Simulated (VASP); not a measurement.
These are vdW-DF-cx, VASP's PBE PAW potentials (set 64) (plane waves; VASP 6.6.1) values and carry that method's errors.

VASP ran on this input.

**POSCAR**
```
NiSb
1.0
  2.0032602524  -3.4697487041   0.0000000000
  2.0032602524   3.4697487041   0.0000000000
  0.0000000000   0.0000000000   5.2108392216
Ni Sb
2 2
Direct
  1.0000000000   0.0000000000   0.5000000000
  1.0000000000   0.0000000000   0.0000000000
  0.3333330000   0.6666670000   0.2500000000
  0.6666670000   0.3333330000   0.7500000000
```

INCAR:
```
EDIFF = 1E-7
LREAL = .FALSE.   # projection in real space or not
NELM = 100   # most electronic steps
GGA = CX
LMAXMIX = 4
LWAVE = .FALSE.
NSW = 30   # most ionic steps
AGGAC = 0.0
SYSTEM = NiSb
ISMEAR = 1   # Methfessel-Paxton
ISIF = 4
ENCUT = 520
EDIFFG = -0.01
LCHARG = .FALSE.
SIGMA = 0.1   # width (eV)
LUSE_VDW = .TRUE.
IBRION = 2   # conjugate gradients
LASPH = .TRUE.
ALGO = Normal
PREC = Accurate
```

KPOINTS:
```
Automatic mesh
0
Gamma
9 9 6
0 0 0
```

POTCAR, in this order: Ni Sb (PBE.64 set). Program: vasp_std.

Problem. What will the output report for the number of irreducible k-points (NKPTS), largest plane-wave count, number of space-group operations, FFT grid (NGX, NGY, NGZ)?

Solution. 
```
Item                                          Result
--------------------------------------  ------------
number of irreducible k-points (NKPTS)            48
largest plane-wave count                        1976
number of space-group operations                  24
FFT grid (NGX, NGY, NGZ)                30 × 30 × 40
```

The compound is NiSb in the NiAs type structure. This cell is one point of a volume scan, at 1.06 of the reference volume. Symmetry was kept, so distortions that lower it aren't found. The run is not spin-polarised, so no magnetic state was tried.
